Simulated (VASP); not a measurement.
An input for Ansatz (written as the equivalent of a VASP run, and not itself run):

Ansatz 0.2 input:
```yaml
crystal:
  lattice:
    - [0.0000000, 3.0300689, 3.0300689]
    - [3.0300689, 0.0000000, 3.0300689]
    - [3.0300689, 3.0300689, 0.0000000]
  atoms:
    - { symbol: Ca, position: [0.0000000, 0.0000000, 0.0000000] }
    - { symbol: Se, position: [0.5000000, 0.5000000, 0.5000000] }
kpoints:
  mp_grid: { grid: [8, 8, 8] }
hamiltonian:
  xc: r2scan
  pseudopotentials: { kind: paw }
scf:
  occupations: { method: gaussian, width: 0.05 }
  max_iter: 100
output: { forces: true, stress: true, eigenvalues: true }
```

Question: Write the VASP files for the same calculation (r2SCAN).

Answer: This is not unique; one that fits is 
**POSCAR**
```
CaSe
1
    0.0000000000     3.0300688753     3.0300688753
    3.0300688753     0.0000000000     3.0300688753
    3.0300688753     3.0300688753     0.0000000000
Ca Se
1 1
Direct
  0.0000000000   0.0000000000   0.0000000000
  0.5000000000   0.5000000000   0.5000000000
```

INCAR:
```
SYSTEM=CaSe
PREC=Accurate; ENCUT=520; LREAL=.FALSE.
LASPH=.TRUE.
EDIFF=1E-7; NELM=100; ALGO=Normal
LMAXMIX=4; LMIXTAU=.TRUE.
ISMEAR=0; SIGMA=0.05
METAGGA=R2SCAN
ISIF=2
LWAVE=.FALSE.; LCHARG=.FALSE.
```

### KPOINTS
```
K-points
0
Gamma
  8 8 8
```

POTCAR, in this order: Ca_sv Se (PBE.64 set). Program: vasp_std.

The two are equivalent in intent, not identical: each code has its own PAW files, so the cut-off isn't converted (ENCUT is set for VASP's; basis.ecutwfc is left out, and Ansatz then takes the one that its files recommend); Ansatz stops its SCF on the density residual and VASP on the energy change (EDIFF).

The compound is CaSe in the rock salt structure. This cell is one point of a volume scan, at 1.06 of the reference volume.
